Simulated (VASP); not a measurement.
Here is the system:

```
PtTi
1.0
    4.57814     0.00000     0.00000
    0.00000     2.73174     0.00000
    0.00000     0.00000     4.82135
Ti Pt
2 2
Direct
  0.25000   0.50000   0.69661
  0.75000   0.50000   0.30339
  0.25000   0.00000   0.18753
  0.75000   0.00000   0.81247
```

Calculation: PBEsol GGA, VASP's PBE PAW potentials (set 64) (plane waves; VASP). Run with 400 eV cut-off, 8×12×7 Γ-centred mesh, tetrahedra with Blöchl corrections, potentials Ti_sv Pt.

The cores are frozen, which limits the accuracy of field gradients.

Question: Give the principal components of the electric field gradient (V/Å²) and the asymmetry η at each nucleus.

Answer: 
| atom | Vxx | Vyy | Vzz | η |
|---|---|---|---|---|
| Ti1 | 5.2 | 0.7 | -5.9 | 0.76 |
| Ti2 | 5.2 | 0.7 | -5.9 | 0.76 |
| Pt3 | 67.2 | 27.6 | -94.8 | 0.42 |
| Pt4 | 67.2 | 27.6 | -94.8 | 0.42 |

The structure comes from a computed database's TiPt entry (Pmma); how it stands against other phases isn't given here. It was relaxed first.
